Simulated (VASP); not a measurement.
Input for VASP

INCAR:
```
ALGO = Normal
EDIFF = 1E-7
ENCUT = 520
GGA = RE
ISIF = 2
ISMEAR = 0
LASPH = .TRUE.
LCHARG = .FALSE.
LMAXMIX = 4
LREAL = .FALSE.
LWAVE = .FALSE.
NELM = 100
PREC = Accurate
SIGMA = 0.05
SYSTEM = BaTiO3
```

File POSCAR:
```
BaTiO3
1
    4.1390129620     0.0000000000     0.0000000000
    0.0000000000     4.1390129620     0.0000000000
    0.0000000000     0.0000000000     4.1390129620
Ba Ti O
1 1 3
Direct
  0.0000000000   0.0000000000   0.0000000000
  0.5000000000   0.5000000000   0.5000000000
  0.5000000000   0.0000000000   0.5000000000
  0.0000000000   0.5000000000   0.5000000000
  0.5000000000   0.5000000000   0.0000000000
```

KPOINTS:
```
Automatic mesh
0
Gamma
6 6 6
0 0 0
```

POTCAR, in this order: Ba_sv Ti_sv O (PBE.64 set). Program: vasp_std.

Task: Write an equivalent input for Ansatz.

Result: One equivalent input (not run):
Ansatz 0.2 input:
```yaml
crystal:
  lattice:
    - [4.1390130, 0.0000000, 0.0000000]
    - [0.0000000, 4.1390130, 0.0000000]
    - [0.0000000, 0.0000000, 4.1390130]
  atoms:
    - { symbol: Ba, position: [0.0000000, 0.0000000, 0.0000000] }
    - { symbol: Ti, position: [0.5000000, 0.5000000, 0.5000000] }
    - { symbol: O, position: [0.5000000, 0.0000000, 0.5000000] }
    - { symbol: O, position: [0.0000000, 0.5000000, 0.5000000] }
    - { symbol: O, position: [0.5000000, 0.5000000, 0.0000000] }
kpoints:
  mp_grid: { grid: [6, 6, 6] }
hamiltonian:
  xc: revpbe
  pseudopotentials: { kind: paw }
scf:
  occupations: { method: gaussian, width: 0.05 }
  max_iter: 100
output: { forces: true, stress: true, eigenvalues: true }
```
What does not carry over: each code has its own PAW files, so the cut-off isn't converted (ENCUT is set for VASP's; basis.ecutwfc is left out, and Ansatz then takes the one that its files recommend); Ansatz stops its SCF on the density residual and VASP on the energy change (EDIFF).

The compound is BaTiO3 in the cubic perovskite structure, the ideal cubic form; the compound distorts at low or room temperature. This cell is one point of a volume scan, at 1.06 of the reference volume.
